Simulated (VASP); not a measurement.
# LiBe16 in VASP: a series of runs

Runs on LiBe16. Level: PBE. Tasks: single point.

All numbers are computed with VASP 6.6.1; they aren't measurements. Logs are shortened: lines on timing, memory, paths and dates and some standing lists are left out, and cuts for length are marked.

**1. The slab as given**

The cell holds a slab with vacuum, 17 atoms: a = 4.580 Å, b = 4.580 Å, c = 18.383 Å, α = 90.00°, β = 90.00°, γ = 60.00°.

The cell was built by a generator and needn't be a form met in nature.

**2. Single point, PBE**

File INCAR:

```
SYSTEM = LiBe16
PREC = Accurate ; ENCUT = 520
EDIFF = 1E-6 ; ISMEAR = 0
SIGMA = 0.1 ; LREAL = Auto
LASPH = .True. ; NELM = 100
ALGO = Fast ; ISIF = 2
LWAVE = .False. ; LCHARG = .False.
GGA = PE ; NBANDS = 32
```

File KPOINTS:

```
regular mesh
0
Gamma
  5 5 1
  0 0 0
```

File POSCAR:

```
LiBe16
1.0
    4.5800000000      0.0000000000      0.0000000000
    2.2900000000      3.9663960000      0.0000000000
    0.0000000000      0.0000000000     18.3826450000
Be Li
16 1
Direct
   -0.1666666667      0.3333333333      0.0543990813
    0.3333333333      0.3333333333      0.0543990813
   -0.1666666667      0.8333333333      0.0543990813
    0.3333333333      0.8333333333      0.0543990813
   -0.0006997141     -0.0000010085      0.1560244459
    0.5009186318     -0.0005372636      0.1556325001
   -0.0009821247      0.5010760398      0.1560092141
    0.5003061748      0.5001522793      0.1547034173
   -0.1649616410      0.3325966444      0.2554001342
    0.3331961301      0.3331553380      0.2544478229
   -0.1660651015      0.8327118624      0.2571394922
    0.3313761369      0.8362145383      0.2555780738
   -0.0014908925      0.0006691213      0.3591724695
    0.4986991920      0.0005042361      0.3556064429
    0.0011623247      0.4987827741      0.3597556826
    0.4987597373      0.5039827087      0.3483807689
    0.5120647293      0.3317303668      0.4631441232
```

Potentials or basis: VASP PAW PBE potentials, release 64 (Be, Li_sv).

Command:

```
> cat potpaw_PBE.64/Be/POTCAR potpaw_PBE.64/Li_sv/POTCAR > POTCAR
> mpirun -np 1 vasp_std > vasp.out
```

OUTCAR:

```text
SYSTEM = LiBe16
   PREC = Accurate
   ENCUT = 520
   EDIFF = 1E-6
   ISMEAR = 0
   LREAL = Auto
   LASPH = .True.
   NELM = 100
   ISIF = 2
   GGA = PE

 ion  position               nearest neighbor table
   1  0.833  0.333  0.054-   8 2.27   7 2.29   5 2.29   3 2.29   3 2.29   4 2.29   4 2.29   2 2.29
                             2 2.29
   2  0.333  0.333  0.054-   8 2.27   6 2.28   4 2.29   3 2.29   4 2.29   3 2.29   1 2.29   1 2.29
                             7 2.29
   3  0.833  0.833  0.054-   6 2.28   7 2.29   5 2.29   1 2.29   1 2.29   2 2.29   2 2.29   4 2.29
                             4 2.29
   4  0.333  0.833  0.054-   8 2.27   6 2.28   2 2.29   1 2.29   2 2.29   1 2.29   3 2.29   3 2.29
                             5 2.29
   5  0.999  1.000  0.156-   9 2.25  12 2.25  11 2.28   6 2.28   7 2.29   3 2.29   8 2.29   1 2.29
                             4 2.29   8 2.29   7 2.29   6 2.30
   6  0.501  0.999  0.156-  10 2.25  12 2.26   3 2.28   7 2.28   4 2.28   5 2.28   2 2.28  11 2.29
                             8 2.29   8 2.29   5 2.30   7 2.30
   7  0.999  0.501  0.156-  10 2.24   9 2.25  11 2.28   6 2.28   5 2.29   3 2.29   8 2.29   1 2.29
                             2 2.29   8 2.29   5 2.29   6 2.30
   8  0.500  0.500  0.155-  10 2.26   1 2.27   4 2.27   2 2.27   9 2.28  12 2.28   7 2.29   5 2.29
                             6 2.29   6 2.29   5 2.29   7 2.29
   9  0.835  0.333  0.255-  16 2.17   7 2.25   5 2.25  12 2.27   8 2.28  10 2.28  11 2.29  11 2.29
                            10 2.30  12 2.31  13 2.32  15 2.33
  10  0.333  0.333  0.254-  16 2.18   7 2.24   6 2.25   8 2.26  14 2.28  12 2.28   9 2.28  11 2.29
                            11 2.29   9 2.30  12 2.30  15 2.34
  11  0.834  0.833  0.257-  14 2.25   7 2.28   5 2.28   6 2.29  12 2.29  10 2.29   9 2.29   9 2.29
                            13 2.29  10 2.29  12 2.29  15 2.30
  12  0.331  0.836  0.256-  16 2.16   5 2.25  14 2.26   6 2.26   9 2.27  10 2.28   8 2.28  11 2.29
                            11 2.29  10 2.30   9 2.31  13 2.32
  13  0.999  0.001  0.359-  15 2.29  14 2.29  14 2.29  16 2.29  15 2.29  11 2.29  16 2.31  12 2.32
                             9 2.32
  14  0.499  0.001  0.356-  11 2.25  12 2.26  16 2.28  10 2.28  15 2.28  13 2.29  13 2.29  15 2.30
                            16 2.31
  15  0.001  0.499  0.360-  14 2.28  13 2.29  13 2.29  16 2.30  16 2.30  14 2.30  11 2.30   9 2.33
                            10 2.34
  16  0.499  0.504  0.348-  12 2.16   9 2.17  10 2.18  17 2.24  14 2.28  13 2.29  15 2.30  15 2.30
                            13 2.31  14 2.31
  17  0.512  0.332  0.463-  16 2.24

  LATTYP: Found a hexagonal cell.
 ALAT       =     4.5799996975
 C/A-ratio  =     4.0136782127

  Lattice vectors:

 A1 = (  -2.2900000000,  -3.9663960000,   0.0000000000)
 A2 = (   4.5800000000,   0.0000000000,   0.0000000000)
 A3 = (   0.0000000000,   0.0000000000,  18.3826450000)

Analysis of symmetry for initial positions (statically):
=====================================================================
 Subroutine PRICEL returns:
 Original cell was already a primitive cell.

 Routine SETGRP: Setting up the symmetry group for a
 hexagonal supercell.

 Subroutine GETGRP returns: Found  1 space group operations
 (whereof  1 operations were pure point group operations)
 out of a pool of 24 trial point group operations.

The static configuration has the point symmetry C_1 .

Analysis of symmetry for dynamics (positions and initial velocities):
=====================================================================
 Subroutine PRICEL returns:
 Original cell was already a primitive cell.

 Routine SETGRP: Setting up the symmetry group for a
 hexagonal supercell.

 Subroutine GETGRP returns: Found  1 space group operations
 (whereof  1 operations were pure point group operations)
 out of a pool of 24 trial point group operations.

The dynamic configuration has the point symmetry C_1 .

 Subroutine INISYM returns: Found  1 space group operations
 (whereof  1 operations are pure point group operations),
 and found     1 'primitive' translations

----------------------------------------------------------------------------------------

                                     Primitive cell

  volume of cell :     333.9409

  direct lattice vectors                    reciprocal lattice vectors
     4.580000000  0.000000000  0.000000000     0.218340611 -0.126059022  0.000000000
     2.290000000  3.966396000  0.000000000     0.000000000  0.252118044  0.000000000
     0.000000000  0.000000000 18.382645000     0.000000000  0.000000000  0.054399136

  length of vectors
     4.580000000  4.579999697 18.382645000     0.252118027  0.252118044  0.054399136

  position of ions in fractional coordinates (direct lattice)
     0.833333333  0.333333333  0.054399081
     0.333333333  0.333333333  0.054399081
     0.833333333  0.833333333  0.054399081
     0.333333333  0.833333333  0.054399081
     0.999300286  0.999998991  0.156024446
     0.500918632  0.999462736  0.155632500
[... 9 lines left out ...]
     0.498759737  0.503982709  0.348380769
     0.512064729  0.331730367  0.463144123

  ion indices of the primitive-cell ions
   primitive index   ion index
                 1           1
                 2           2
                 3           3
                 4           4
                 5           5
                 6           6
[... 9 lines left out ...]
                16          16
                17          17

----------------------------------------------------------------------------------------

 KPOINTS: regular mesh

Automatic generation of k-mesh.
 Grid dimensions read from file:
 generate k-points for:    5    5    1

 Generating k-lattice:

  Cartesian coordinates                     Fractional coordinates (reciprocal lattice)
     0.043668122 -0.025211804  0.000000000     0.200000000  0.000000000  0.000000000
     0.000000000  0.050423609  0.000000000     0.000000000  0.200000000  0.000000000
     0.000000000  0.000000000  0.054399136     0.000000000  0.000000000  1.000000000

  Length of vectors
     0.050423605  0.050423609  0.054399136

  Shift w.r.t. Gamma in fractional coordinates (k-lattice)
     0.000000000  0.000000000  0.000000000

 Subroutine IBZKPT returns following result:
 ===========================================

 Found     13 irreducible k-points:

 Following reciprocal coordinates:
            Coordinates               Weight
  0.000000  0.000000  0.000000      1.000000
  0.200000  0.000000  0.000000      2.000000
  0.200000  0.200000  0.000000      2.000000
  0.000000  0.200000  0.000000      2.000000
  0.400000  0.000000  0.000000      2.000000
  0.400000  0.400000  0.000000      2.000000
  0.000000  0.400000  0.000000      2.000000
  0.400000  0.200000  0.000000      2.000000
  0.200000  0.400000  0.000000      2.000000
 -0.200000  0.200000  0.000000      2.000000
 -0.400000  0.200000  0.000000      2.000000
  0.400000 -0.400000  0.000000      2.000000
 -0.200000  0.400000  0.000000      2.000000
   k-points           NKPTS =     13   k-points in BZ     NKDIM =     13   number of bands    NBANDS=     32
   number of dos      NEDOS =    301   number of ions     NIONS =     17
   total plane-waves  NPLWV = 181440
   dimension x,y,z NGX =    36 NGY =   36 NGZ =  140
   dimension x,y,z NGXF=    72 NGYF=   72 NGZF=  280
   ions per type =              16   1
   NGX,Y,Z   is equivalent  to a cutoff of  13.07, 13.07, 12.66 a.u.
   NGXF,Y,Z  is equivalent  to a cutoff of  26.13, 26.13, 25.32 a.u.
 SYSTEM =  LiBe16
   PREC   = accura    normal or accurate (medium, high low for compatibility)
   ISTART =      0    job   : 0-new  1-cont  2-samecut
   ICHARG =      2    charge: 1-file 2-atom 10-const
   ISPIN  =      1    spin polarized calculation?
   LNONCOLLINEAR =      F non collinear calculations
   LSORBIT =      F    spin-orbit coupling
   LASPH  =      T    aspherical Exc in radial PAW
   ENCUT  =  520.0 eV  38.22 Ry    6.18 a.u.   8.52  8.52 34.18*2*pi/ulx,y,z
   NELM   =    100;   NELMIN=  2; NELMDL= -5     # of ELM steps
   EDIFF  = 0.1E-05   stopping-criterion for ELM
   LREAL  =      T    real-space projection
   EDIFFG = 0.1E-04   stopping-criterion for IOM
   NSW    =      0    number of steps for IOM
   IBRION =     -1    ionic relax: 0-MD 1-quasi-New 2-CG
   NFREE  =      0    steps in history (QN), initial steepest desc. (CG)
   ISIF   =      2    stress and relaxation
   ISYM   =      2    0-nonsym 1-usesym 2-fastsym
   POTIM  = 0.5000    time-step for ionic-motion
   TEBEG  =    0.0;   TEEND  =   0.0 temperature during run
   PSTRESS=    0.0 pullay stress
   NELECT =      35.0000    total number of electrons
   NUPDOWN=      -1.0000    fix difference up-down
   EMIN   =  10.00;   EMAX   =-10.00  energy-range for DOS
   EFERMI =   0.00;   METHOD = LEGACY
   ISMEAR =     0;   SIGMA  =   0.10  broadening in eV -4-tet -1-fermi 0-gaus
   EFERMI_NEDOS =   21; number of points for ismear=-14 and -15
   IALGO  =     68    algorithm
   IMIX   =      4    mixing-type and parameters
     AMIX     =   0.40;   BMIX     =  1.00
     AMIX_MAG =   1.60;   BMIX_MAG =  1.00
  volume/ion in A,a.u.               =      19.64       132.56
  Fermi-wavevector in a.u.,A,eV,Ry     =   0.771864  1.458612  8.106006  0.595775
  Thomas-Fermi vector in A             =   1.873374
   LORBIT       =      0    0 simple, 1 ext, 2 COOP (PROOUT), +10 PAW based schemes
   GGA     = PE    functional components
   LHFCALC =     F    Hartree Fock is set to
   AEXX    =    0.0000 exact exchange contribution
   IVDW    =     0    specifies the selected vdW correction
   LEPSILON=     F    determine dielectric tensor
   LRPA    =     F    only Hartree local field effects (RPA)
 non-spin polarized calculation
 RMM-DIIS sequential band-by-band and
 Gauss-broadening in eV      SIGMA  =   0.10
  energy-cutoff  :      520.00
  volume of cell :      333.94
 maximum number of plane-waves:      9041
 NGX is ok and might be reduce to    36
   NGX = 17   NGY = 17   NGZ = 69

 number of electron      35.0000000 magnetization

 Free energy of the ion-electron system (eV)
  ---------------------------------------------------
  ext. energy  EPLUGINS =         0.00000000
  ---------------------------------------------------
  free energy    TOTEN  =       -58.77407139 eV

  energy without entropy =      -58.75495968  energy(sigma->0) =      -58.76451554

 E-fermi :   0.7349     XC(G=0):  -5.6139

 val. band max:        0.6883890003   @ k =  -0.4000   0.2000   0.0000
 cond. band min:       0.7921957356   @ k =   0.4000   0.0000   0.0000
 fundamental gap:      0.1038067354
 Fermi energy:         0.7348683581

 k-point     1 :       0.0000    0.0000    0.0000
  band No.  band energies     occupation
      1     -46.9350      2.00000
      2      -9.4192      2.00000
      3      -8.0302      2.00000
      4      -6.0465      2.00000
      5      -3.2931      2.00000
      6      -3.1788      2.00000
[... 21 lines left out ...]
     28       4.7746      0.00000
     29       5.1176      0.00000

 k-point     2 :       0.2000    0.0000    0.0000
  band No.  band energies     occupation
      1     -46.9350      2.00000
      2      -9.1329      2.00000
      3      -7.7410      2.00000
      4      -5.7502      2.00000
      5      -4.9195      2.00000
      6      -3.6177      2.00000
[... 344 lines left out ...]
 k-point    13 :      -0.2000    0.4000    0.0000
  band No.  band energies     occupation
      1     -46.9349      2.00000
      2      -7.4245      2.00000
      3      -7.4078      2.00000
      4      -6.0337      2.00000
      5      -6.0095      2.00000
      6      -5.9796      2.00000
[... 21 lines left out ...]
     28       5.6744      0.00000
     29       6.3707      0.00000
 [bands above 29 left out]

------------------------ aborting loop because EDIFF is reached ----------------------------------------

  FORCE on cell =-STRESS in cart. coord.  units (eV):
  Direction    XX          YY          ZZ          XY          YZ          ZX
  --------------------------------------------------------------------------------------
  -------------------------------------------------------------------------------------
  Total      -11.6844884    -11.4014872     -0.1461749      0.1544302     -0.0654699     -0.0308282
  in kB      -56.0596957    -54.7019158     -0.7013163      0.7409232     -0.3141108     -0.1479070
  external PRESSURE =     -37.1543093 kB  Pullay stress =       0.0000000 kB

 VOLUME and BASIS-vectors are now :
 -----------------------------------------------------------------------------
  energy-cutoff  :      520.00
  volume of cell :      333.94
      direct lattice vectors                 reciprocal lattice vectors
     4.580000000  0.000000000  0.000000000     0.218340611 -0.126059022  0.000000000
     2.290000000  3.966396000  0.000000000     0.000000000  0.252118044  0.000000000
     0.000000000  0.000000000 18.382645000     0.000000000  0.000000000  0.054399136

 POSITION                                       TOTAL-FORCE (eV/Angst)
 -----------------------------------------------------------------------------------
      4.58000      1.32213      1.00000         0.032566     -0.013158     -0.008384
      2.29000      1.32213      1.00000        -0.031065     -0.005134     -0.051686
      5.72500      3.30533      1.00000         0.006979     -0.008004      0.046060
      3.43500      3.30533      1.00000        -0.005683      0.028934     -0.019640
      6.86679      3.96639      2.86814         0.001470      0.000910      0.009974
      4.58298      3.96426      2.86094        -0.000647      0.001740      0.010085
[... 9 lines left out ...]
      3.43844      1.99899      6.40416        -0.005727     -0.007234      0.029322
      3.10492      1.31577      8.51381        -0.000956     -0.010168     -0.002216
 -----------------------------------------------------------------------------------
    total drift:                                0.001428      0.001239      0.001195

  FREE ENERGIE OF THE ION-ELECTRON SYSTEM (eV)
  ---------------------------------------------------
  free  energy   TOTEN  =       -58.7740713940 eV

  energy  without entropy=      -58.7549596824  energy(sigma->0) =      -58.76451554
```

Run time: 4.8 min. Hardware: 1 thread of Intel Xeon Platinum 8488C (Sapphire Rapids), shared host; peak memory 0.44 GiB.

What came out:

```yaml
Free_energy: -58.7741 eV
Largest_force: 0.061 eV/Å
Band_gap_on_the_k_mesh: none (metal or under the smearing width)
```

Forces in eV/Å, atoms in the order of the input:
```
Be   0.033 -0.013 -0.008
Be  -0.031 -0.005 -0.052
Be   0.007 -0.008  0.046
Be  -0.006  0.029 -0.020
Be   0.001  0.001  0.010
Be  -0.001  0.002  0.010
Be   0.000  0.002  0.010
Be  -0.001  0.000  0.011
Be   0.013 -0.007 -0.012
Be  -0.009 -0.005 -0.004
Be   0.002  0.000 -0.012
Be   0.001  0.017 -0.018
Be  -0.003  0.001 -0.004
Be   0.001  0.003  0.005
Be   0.000  0.000  0.010
Be  -0.006 -0.007  0.029
Li  -0.001 -0.010 -0.002
```

Levels at points of the mesh, in eV from the Fermi level:
```tsv
k point	band 16	band 17	band 18	band 19	band 20	band 21
(0.00, 0.00, 0.00)	-1.86	-1.84	-1.84	0.31	2.36	2.40
```

Caveat: the cutoff is under 1.25 times the usual one of these potentials, so pressure, stress and relaxed cells hold a basis-set (Pulay) error.

**3. Single point, PBE**

File INCAR:

```
SYSTEM = LiBe16
ALGO = Fast
EDIFF = 1E-6
ENCUT = 520
GGA = PE
ISIF = 2
ISMEAR = 0
LASPH = .TRUE.
LCHARG = .TRUE.
LELF = .TRUE.
LREAL = Auto
LVHAR = .TRUE.
LWAVE = .FALSE.
NBANDS = 32
NELM = 100
PREC = Accurate
SIGMA = 0.1
```

File KPOINTS:

```
k-points
0
G
  5 5 1
  0 0 0
```

File POSCAR:

```
LiBe16
1.0
    4.5800000000      0.0000000000      0.0000000000
    2.2900000000      3.9663960000      0.0000000000
    0.0000000000      0.0000000000     18.3826450000
Be Li
16 1
Direct
   -0.1666666667      0.3333333333      0.0543990813
    0.3333333333      0.3333333333      0.0543990813
   -0.1666666667      0.8333333333      0.0543990813
    0.3333333333      0.8333333333      0.0543990813
   -0.0007638463      0.0002001817      0.1558177836
    0.5005755544     -0.0000685761      0.1555655348
   -0.0005815732      0.5006522294      0.1561750227
    0.5002142455      0.4998557885      0.1550505382
   -0.1659392653      0.3332208887      0.2554523030
    0.3329435013      0.3333151808      0.2549205514
   -0.1661286696      0.8325232781      0.2564663029
    0.3319624198      0.8351122782      0.2557956703
   -0.0003759199      0.0003527131      0.3563982767
    0.4989198076     -0.0000610126      0.3544039500
    0.0005704947      0.4992393599      0.3612295728
    0.4980235097      0.5036874785      0.3505157174
    0.5968837938      0.2491337224      0.4631347665
```

Potentials or basis: VASP PAW PBE potentials, release 64 (Be, Li_sv).

Command:

```
> cat potpaw_PBE.64/Be/POTCAR potpaw_PBE.64/Li_sv/POTCAR > POTCAR
> mpirun -np 1 vasp_std > vasp.out
```

Run time: 4.3 min. Hardware: 1 thread of Intel Xeon Platinum 8488C (Sapphire Rapids), shared host; peak memory 0.44 GiB.

The run converged. Its results:

```yaml
Free_energy: -58.7783 eV
Largest_force: 0.040 eV/Å
Band_gap_on_the_k_mesh: none (metal or under the smearing width)
```

Forces in eV/Å, atoms in the order of the input:
```
Be   0.030 -0.001 -0.005
Be  -0.030  0.005 -0.026
Be   0.005 -0.018  0.029
Be  -0.005  0.016 -0.020
Be   0.001 -0.001  0.004
Be  -0.001  0.000  0.006
Be  -0.001  0.003  0.005
Be  -0.001  0.001  0.006
Be   0.008 -0.003 -0.005
Be  -0.006 -0.002  0.002
Be   0.001 -0.002 -0.010
Be   0.000  0.009 -0.011
Be  -0.003  0.002 -0.006
Be   0.001  0.001  0.005
Be   0.001  0.000  0.007
Be   0.000 -0.003  0.013
Li   0.001 -0.006  0.005
```

Levels at points of the mesh, in eV from the Fermi level:
| k point | band 14 | band 15 | band 16 | band 17 | band 18 | band 19 | band 20 | band 21 | band 22 | band 23 |
| --- | --- | --- | --- | --- | --- | --- | --- | --- | --- | --- |
| (0.00, 0.00, 0.00) | -2.14 | -2.11 | -1.85 | -1.84 | -1.83 | 0.33 | 2.39 | 2.42 | 2.50 | 2.65 |

Caveat: the cutoff is under 1.25 times the usual one of these potentials, so pressure, stress and relaxed cells hold a basis-set (Pulay) error.
